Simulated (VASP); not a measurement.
Output of a VASP run:

**OUTCAR**
```
 ion  position               nearest neighbor table
   1  0.000  0.000  0.000-   3 3.56   4 3.56   3 3.56   4 3.56   4 3.56   3 3.56
   2  0.000  0.000  0.500-   3 3.56   4 3.56   3 3.56   4 3.56   4 3.56   3 3.56
   3  0.333  0.667  0.250-   1 3.56   2 3.56   1 3.56   2 3.56   1 3.56   2 3.56
   4  0.667  0.333  0.750-   1 3.56   2 3.56   1 3.56   2 3.56   1 3.56   2 3.56
  LATTYP: Found a hexagonal cell.
 ALAT       =     3.5947092069
 C/A-ratio  =     3.2168872649
 Subroutine PRICEL returns:
 Original cell was already a primitive cell.
 Subroutine GETGRP returns: Found 24 space group operations
The static configuration has the point symmetry D_3d.
 The point group associated with its full space group is D_6h.
The dynamic configuration has the point symmetry D_3d.
 Subroutine INISYM returns: Found 24 space group operations
 Subroutine IBZKPT returns following result:
 Found     32 irreducible k-points:

 Following reciprocal coordinates:
            Coordinates               Weight
  0.000000  0.000000  0.000000      1.000000
  0.090909  0.000000  0.000000      6.000000
  0.181818  0.000000  0.000000      6.000000
  0.272727  0.000000  0.000000      6.000000
  0.363636  0.000000  0.000000      6.000000
  0.454545  0.000000  0.000000      6.000000
  0.090909  0.090909  0.000000      6.000000
  0.181818  0.090909  0.000000     12.000000
  0.272727  0.090909  0.000000     12.000000
  0.363636  0.090909  0.000000     12.000000
  0.454545  0.090909  0.000000      6.000000
  0.181818  0.181818  0.000000      6.000000
  0.272727  0.181818  0.000000     12.000000
  0.363636  0.181818  0.000000     12.000000
  0.272727  0.272727  0.000000      6.000000
  0.363636  0.272727  0.000000      6.000000
  0.000000  0.000000  0.333333      2.000000
  0.090909  0.000000  0.333333     12.000000
  0.181818  0.000000  0.333333     12.000000
  0.272727  0.000000  0.333333     12.000000
  0.363636  0.000000  0.333333     12.000000
  0.454545  0.000000  0.333333     12.000000
  0.090909  0.090909  0.333333     12.000000
  0.181818  0.090909  0.333333     24.000000
  0.272727  0.090909  0.333333     24.000000
  0.363636  0.090909  0.333333     24.000000
  0.454545  0.090909  0.333333     12.000000
  0.181818  0.181818  0.333333     12.000000
  0.272727  0.181818  0.333333     24.000000
  0.363636  0.181818  0.333333     24.000000
  0.272727  0.272727  0.333333     12.000000
  0.363636  0.272727  0.333333     12.000000
   k-points           NKPTS =     32   k-points in BZ     NKDIM =     32   number of bands    NBANDS=     26
   number of dos      NEDOS =    301   number of ions     NIONS =      4
   total plane-waves  NPLWV =  46080
   dimension x,y,z NGX =    24 NGY =   24 NGZ =   80
   dimension x,y,z NGXF=    48 NGYF=   48 NGZF=  160
   ions per type =               4
   PREC   = accura    normal or accurate (medium, high low for compatibility)
   ISTART =      0    job   : 0-new  1-cont  2-samecut
   ICHARG =      2    charge: 1-file 2-atom 10-const
   ISPIN  =      1    spin polarized calculation?
   LNONCOLLINEAR =      F non collinear calculations
   LSORBIT =      F    spin-orbit coupling
   INIWAV =      1    electr: 0-lowe 1-rand  2-diag
   ENCUT  =  400.0 eV  29.40 Ry    5.42 a.u.   5.86  5.86 18.86*2*pi/ulx,y,z
   NELM   =    100;   NELMIN=  2; NELMDL= -5     # of ELM steps
   EDIFF  = 0.1E-05   stopping-criterion for ELM
   LREAL  =      F    real-space projection
   NLSPLINE    = F    spline interpolate recip. space projectors
   LMAXMIX     =    6 max onsite mixed and CHGCAR
   VOSKOWN=      0    Vosko Wilk Nusair interpolation
   EDIFFG = -.1E-01   stopping-criterion for IOM
   NSW    =     60    number of steps for IOM
   NBLOCK =      1;   KBLOCK =     60    inner block; outer block
   IBRION =      2    ionic relax: 0-MD 1-quasi-New 2-CG
   NFREE  =      1    steps in history (QN), initial steepest desc. (CG)
   ISIF   =      3    stress and relaxation
   ISYM   =      2    0-nonsym 1-usesym 2-fastsym
   TEIN   =    0.0    initial temperature
...
```

File OSZICAR:
```
       N       E                     dE             d eps       ncg     rms          rms(c)
DAV:   1     0.228031590607E+03    0.22803E+03   -0.19441E+04  1664   0.127E+03
DAV:   2    -0.113741349232E+02   -0.23941E+03   -0.23623E+03  1892   0.317E+02
DAV:   3    -0.204029996027E+02   -0.90289E+01   -0.86995E+01  2224   0.475E+01
DAV:   4    -0.206003718125E+02   -0.19737E+00   -0.18961E+00  2152   0.675E+00
DAV:   5    -0.206059444718E+02   -0.55727E-02   -0.55042E-02  2202   0.803E-01    0.357E+01
DAV:   6    -0.205673280246E+02    0.38616E-01   -0.73388E-02  1968   0.158E+00    0.215E+01
DAV:   7    -0.205657660077E+02    0.15620E-02   -0.10279E-01  1852   0.185E+00    0.532E-01
DAV:   8    -0.205640474467E+02    0.17186E-02   -0.79076E-03  2064   0.505E-01    0.123E-01
DAV:   9    -0.205640161089E+02    0.31338E-04   -0.74757E-04  2104   0.159E-01    0.125E-01
DAV:  10    -0.205640039993E+02    0.12110E-04   -0.42712E-05  2120   0.364E-02    0.236E-02
DAV:  11    -0.205640038522E+02    0.14712E-06   -0.13607E-06  1542   0.727E-03
   1 F= -.20564004E+02 E0= -.20563388E+02  d E =-.205640E+02
       N       E                     dE             d eps       ncg     rms          rms(c)
DAV:   1    -0.205648880167E+02   -0.88402E-03   -0.34774E-02  1764   0.114E+00    0.154E-01
DAV:   2    -0.205643575092E+02    0.53051E-03   -0.11043E-03  2010   0.192E-01    0.826E-02
DAV:   3    -0.205641909212E+02    0.16659E-03   -0.24415E-04  2122   0.860E-02    0.562E-02
DAV:   4    -0.205641525570E+02    0.38364E-04   -0.57536E-05  2142   0.429E-02    0.373E-02
DAV:   5    -0.205641452977E+02    0.72593E-05   -0.24160E-05  2128   0.282E-02    0.419E-03
DAV:   6    -0.205641456051E+02   -0.30736E-06   -0.10583E-06  1076   0.622E-03
   2 F= -.20564146E+02 E0= -.20563560E+02  d E =-.141753E-03
```

### OUTCAR
```
------------------------ aborting loop because EDIFF is reached ----------------------------------------
  FORCE on cell =-STRESS in cart. coord.  units (eV):
  Direction    XX          YY          ZZ          XY          YZ          ZX
  --------------------------------------------------------------------------------------
  Total       -0.0172357     -0.0172357      0.0363431      0.0000000     -0.0000000      0.0000000
  in kB       -0.2135625     -0.2135624      0.4503168      0.0000000     -0.0000000      0.0000000
  external PRESSURE =       0.0077306 kB  Pullay stress =       0.0000000 kB
  volume of cell :      129.30
      direct lattice vectors                 reciprocal lattice vectors
     3.591495173  0.000000000 -0.000000000     0.278435568  0.160754880  0.000000000
    -1.795747587  3.110325492 -0.000000000    -0.000000000  0.321509759  0.000000000
     0.000000000 -0.000000000 11.575315881     0.000000000  0.000000000  0.086390731
 POSITION                                       TOTAL-FORCE (eV/Angst)
 -----------------------------------------------------------------------------------
     -0.00000      0.00000      0.00000         0.000000     -0.000000     -0.000000
      0.00000     -0.00000      5.78766         0.000000     -0.000000     -0.000000
     -0.00000      2.07355      2.89383        -0.000000      0.000000     -0.000000
      1.79575      1.03677      8.68149         0.000000     -0.000000      0.000000
 -----------------------------------------------------------------------------------
    total drift:                                0.000000     -0.000000      0.000000
  FREE ENERGIE OF THE ION-ELECTRON SYSTEM (eV)
  ---------------------------------------------------
  free  energy   TOTEN  =       -20.5641456051 eV

  energy  without entropy=      -20.5623876025  energy(sigma->0) =      -20.56355960

 reached required accuracy - stopping structural energy minimisation
```
(Selected blocks of OUTCAR.)

**POSCAR**
```
Pm
1
    3.5947092069     0.0000000000     0.0000000000
   -1.7973546035     3.1131089255     0.0000000000
    0.0000000000     0.0000000000    11.5637742688
Pm
4
Direct
  0.0000000000   0.0000000000   0.0000000000
  0.0000000000   0.0000000000   0.5000000000
  0.3333330000   0.6666670000   0.2500000000
  0.6666670000   0.3333330000   0.7500000000
```

### Question
Reconstruct the remaining input files.

### Answer
Several could match; the one computed here: the input of the run itself, PBEsol GGA, plane waves, VASP's PBE PAW potentials (set 64).

INCAR:
```
! general
SYSTEM  = Pm
PREC    = Accurate
ENCUT   = 400   ! plane-wave cut-off (eV)
LREAL   = .False.
LASPH   = .True.

! electronic loop
EDIFF   = 1E-6
NELM    = 100   ! most electronic steps
ALGO    = Normal   ! blocked Davidson
LMAXMIX = 6

! smearing
ISMEAR  = 1
SIGMA   = 0.1   ! width (eV)

! functional
GGA     = PS   ! PBEsol

! ions
IBRION  = 2
NSW     = 60   ! most ionic steps
ISIF    = 3
EDIFFG  = -0.01   ! ionic stop

! output
LWAVE   = .False.
LCHARG  = .False.
```

### KPOINTS
```
Automatic mesh
0
Gamma
11 11 3
0 0 0
```

POTCAR, in this order: Pm_3 (PBE.64 set). Program: vasp_std.

The 4f electrons are frozen in the core of the lanthanide potential, so 4f levels, which can set the real gap, and their magnetism are missing.

The structure was generated: Pm was put into the dhcp type (P6_3/mmc), which need not be its known phase. This run relaxes it. Symmetry was kept, so distortions that lower it aren't found. The start is the result of an earlier pass.
